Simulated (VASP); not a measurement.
Crystal: AlN.

```
Al N
1.0
     3.12787    0.00000    0.00000
    -1.56393    2.70881    0.00000
     0.00000    0.00000    5.01593
Al N
2 2
Direct
  0.33333 0.66667 0.99930
  0.66667 0.33333 0.49930
  0.33333 0.66667 0.38070
  0.66667 0.33333 0.88070
```

Base run:

| Item | Value |
| --- | --- |
| Program | VASP 6.6.1 |
| Functional | TB-mBJ |
| Potentials or basis | VASP PAW PBE potentials, release 64 (Al, N) |
| Cutoff | 520 eV |
| k mesh | 12 × 12 × 6 |
| Occupations | gaussian, width 0.03 eV |
| Spin | no spin polarisation |

Its results: band gap on the k mesh 5.22 eV, direct.

Problem. The run is repeated on the same cell with these changes: functional from TB-mBJ to LDA; potentials or basis from VASP PAW PBE potentials, release 64 (Al, N) to VASP PAW LDA potentials, release 64 (Al, N). What comes out?

Solution. Band gap on the k mesh 4.08 eV, direct.
